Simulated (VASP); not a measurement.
These are PBE GGA, VASP's PBE PAW potentials (set 64) (plane waves; VASP 6.6.1) values and carry that method's errors.

VASP input:

File KPOINTS:
```
Automatic mesh
0
Gamma
9 9 9
0 0 0
```

INCAR:
```
ALGO  =  Normal
EDIFF  =  1E-6
EDIFFG  =  -0.02
ENCUT  =  620
GGA  =  PE
IBRION  =  2
ISIF  =  3
ISMEAR  =  0
LASPH  =  .TRUE.
LCHARG  =  .FALSE.
LREAL  =  .FALSE.
LWAVE  =  .FALSE.
NELM  =  100
NSW  =  40
PREC  =  Accurate
PSTRESS  =  200
SIGMA  =  0.05
SYSTEM  =  LiCl
```

### POSCAR
```
LiCl
1
    0.0000000000     2.4049367111     2.4049367111
    2.4049367111     0.0000000000     2.4049367111
    2.4049367111     2.4049367111     0.0000000000
Li Cl
1 1
Direct
  0.0000000000   0.0000000000   0.0000000000
  0.5000000000   0.5000000000   0.5000000000
```

POTCAR, in this order: Li_sv Cl (PBE.64 set). Program: vasp_std.

Energy and stress use the plane-wave basis of the starting cell.

Problem. Estimate the energy per atom (σ→0), volume per atom.

Solution. 
```
Item                           Result
---------------------  --------------
energy per atom (σ→0)  -3.472 eV/atom
volume per atom         12.40 Å³/atom
```

**OSZICAR**
```
...
       N       E                     dE             d eps       ncg     rms          rms(c)
DAV:   1    -0.695246391515E+01   -0.51435E-01   -0.17007E-01   637   0.329E+00    0.622E-01
DAV:   2    -0.694599414839E+01    0.64698E-02   -0.16622E-02   845   0.981E-01    0.233E-01
DAV:   3    -0.694486040262E+01    0.11337E-02   -0.40816E-03   632   0.427E-01    0.136E-01
DAV:   4    -0.694481496533E+01    0.45437E-04   -0.10138E-04  1010   0.893E-02    0.327E-02
DAV:   5    -0.694480857051E+01    0.63948E-05   -0.11769E-05   869   0.303E-02    0.926E-03
DAV:   6    -0.694480920475E+01   -0.63424E-06   -0.68131E-07   521   0.997E-03
   3 F= -.38497750E+01 E0= -.38497750E+01  d E =-.102644E+00
```

The compound is LiCl in the rock salt structure. This run relaxes it under an external pressure of 20 GPa. Symmetry was kept, so distortions that lower it aren't found.
